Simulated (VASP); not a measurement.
Data:

```
CELL_PARAMETERS angstrom
      1.95294    -3.38258     0.00000
      1.95294     3.38258     0.00000
      0.00000     0.00000     5.05588
ATOMIC_POSITIONS crystal
  Ni 0.00000 0.00000 0.50000
  Ni 0.00000 0.00000 0.00000
  Sb 0.33333 0.66667 0.25000
  Sb 0.66667 0.33333 0.75000
```

Method: revTPSS meta-GGA, VASP's PBE PAW potentials (set 64) (plane waves; VASP 6.6.1). Settings: 520 eV cut-off, 10×10×7 Γ-centred mesh, tetrahedra with Blöchl corrections, potentials Ni Sb.

Q: Give the energies of bands 5 to 18 at the high-symmetry points, in eV from the Fermi level.

A: 
| band | Γ | M | K | A | L | H |
|---|---|---|---|---|---|---|
| 5 | -4.10 | -3.66 | -4.64 | -3.30 | -3.43 | -5.29 |
| 6 | -3.37 | -3.42 | -3.33 | -3.30 | -3.43 | -5.29 |
| 7 | -2.79 | -3.35 | -3.33 | -2.94 | -2.99 | -2.86 |
| 8 | -2.79 | -3.27 | -2.88 | -2.94 | -2.99 | -2.86 |
| 9 | -2.24 | -3.06 | -2.15 | -2.27 | -2.09 | -2.21 |
| 10 | -2.24 | -2.33 | -2.15 | -2.27 | -2.09 | -2.21 |
| 11 | -1.42 | -2.27 | -2.11 | -2.27 | -2.08 | -2.19 |
| 12 | -1.42 | -1.97 | -1.72 | -2.27 | -2.08 | -2.19 |
| 13 | -0.04 | -1.70 | -1.46 | 0.41 | -1.96 | -1.47 |
| 14 | 0.58 | -1.49 | -1.46 | 0.41 | -1.96 | -1.47 |
| 15 | 0.58 | -1.41 | -0.68 | 2.14 | 0.15 | -1.42 |
| 16 | 2.52 | -0.29 | -0.68 | 2.14 | 0.15 | -1.42 |
| 17 | 2.52 | 1.18 | 0.68 | 2.14 | 1.76 | 4.48 |
| 18 | 2.92 | 3.22 | 0.68 | 2.14 | 1.76 | 4.48 |

It has no gap at this level: it comes out as a metal or semimetal.

The compound is NiSb in the NiAs type structure. It was relaxed first. The run is not spin-polarised, so no magnetic state was tried.
